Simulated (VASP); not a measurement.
Crystal: RbMg3.

```
CELL_PARAMETERS angstrom
3.33248 0.00000 0.00000
0.00000 5.21982 0.00000
0.00000 0.00000 7.97105
ATOMIC_POSITIONS crystal
Rb 0.00000 0.00000 0.13338
Mg 0.00000 0.50000 0.77369
Mg 0.50000 0.50000 0.43987
Mg 0.50000 0.00000 0.65306
```

The cell comes from a database or a generator and needn't be the stable form of this composition.

* Program: VASP 6.6.1
* Task: single point
* Functional: PBE
* Potentials or basis: VASP PAW PBE potentials, release 64 (Rb_sv, Mg)
* Cutoff: 520 eV
* k mesh: 8 × 5 × 4
* Occupations: fermi-dirac, width 0.05 eV
* Spin: no spin polarisation

On this cell: pressure -0.1 GPa; largest force 0.118 eV/Å; band gap on the k mesh none (metal or under the smearing width).

The same run follows on a disturbed copy (atoms moved at random, drawn with an rms of 0.05 Å):

```
Rb Mg
1.0
     3.33248    0.00000    0.00000
     0.00000    5.21982    0.00000
     0.00000    0.00000    7.97105
Rb Mg
1 3
Direct
  0.99854 0.99817 0.13220
  0.00044 0.49611 0.77522
  0.51401 0.50050 0.43678
  0.49549 0.00802 0.65190
```

Q: What changes?

A: The energy (extrapolated to zero smearing) moves by +2.7 meV/atom; pressure -0.1 GPa; largest force 0.196 eV/Å; band gap on the k mesh none (metal or under the smearing width).

Forces on the atoms (eV/Å):
```
Rb   0.007  0.006  0.005
Mg   0.009  0.102 -0.167
Mg  -0.016  0.052  0.153
Mg   0.000 -0.160  0.008
```

Stress tensor (GPa, compression positive):
```
 0.63  0.00 -0.01
 0.00 -0.63 -0.04
-0.01 -0.04 -0.36
```
